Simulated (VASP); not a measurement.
VASP ran on this input.

POSCAR:
```
PbF2
5.95510
  0.0000000000   0.5000000276   0.5000000276
  0.5000000276   0.0000000000   0.5000000276
  0.5000000276   0.5000000276   0.0000000000
Pb F
1 2
Cartesian
  1.0000000551   0.5000000276   0.5000000276
  0.2500000138   0.2500000138   0.2500000138
  0.7500000414   0.7500000414   0.7500000414
```

**KPOINTS**
```
Automatic mesh
0
Gamma
7 7 7
0 0 0
```

**INCAR**
```
! general
SYSTEM   = PbF2
PREC     = Accurate
ENCUT    = 520   ! plane-wave cut-off (eV)
LREAL    = .FALSE.   ! projection in real space or not
LASPH    = .TRUE.   ! aspherical one-centre terms

! electronic loop
EDIFF    = 1E-7   ! SCF stop (eV)
NELM     = 100   ! most electronic steps
ALGO     = Normal
LMAXMIX  = 4
LMIXTAU  = .TRUE.

! smearing
ISMEAR   = 0
SIGMA    = 0.05   ! width (eV)

! functional
METAGGA  = R2SCAN
LUSE_VDW = .TRUE.
BPARAM   = 11.95
CPARAM   = 0.0093

! ions
ISIF     = 2

! output
LWAVE    = .FALSE.
LCHARG   = .FALSE.
```

POTCAR, in this order: Pb_d F (PBE.64 set). Program: vasp_std.

Task: Translate this r2SCAN+rVV10 calculation to Ansatz.

Result: One equivalent input (not run):
Ansatz 0.2 input:
```yaml
crystal:
  lattice:
    - [0.0000000, 2.9775502, 2.9775502]
    - [2.9775502, 0.0000000, 2.9775502]
    - [2.9775502, 2.9775502, 0.0000000]
  atoms:
    - { symbol: Pb, position: [0.0000000, 1.0000000, 1.0000000] }
    - { symbol: F, position: [0.2500000, 0.2500000, 0.2500000] }
    - { symbol: F, position: [0.7500000, 0.7500000, 0.7500000] }
kpoints:
  mp_grid: { grid: [7, 7, 7] }
hamiltonian:
  xc: r2scan
  dispersion: rvv10
  pseudopotentials: { kind: paw }
scf:
  occupations: { method: gaussian, width: 0.05 }
  max_iter: 100
output: { forces: true, stress: true, eigenvalues: true }
```
What does not carry over: each code has its own PAW files, so the cut-off isn't converted (ENCUT is set for VASP's; basis.ecutwfc is left out, and Ansatz then takes the one that its files recommend); Ansatz stops its SCF on the density residual and VASP on the energy change (EDIFF).

The compound is PbF2 in the fluorite structure, the β form. This cell is one point of a volume scan, at 1.03 of the reference volume.
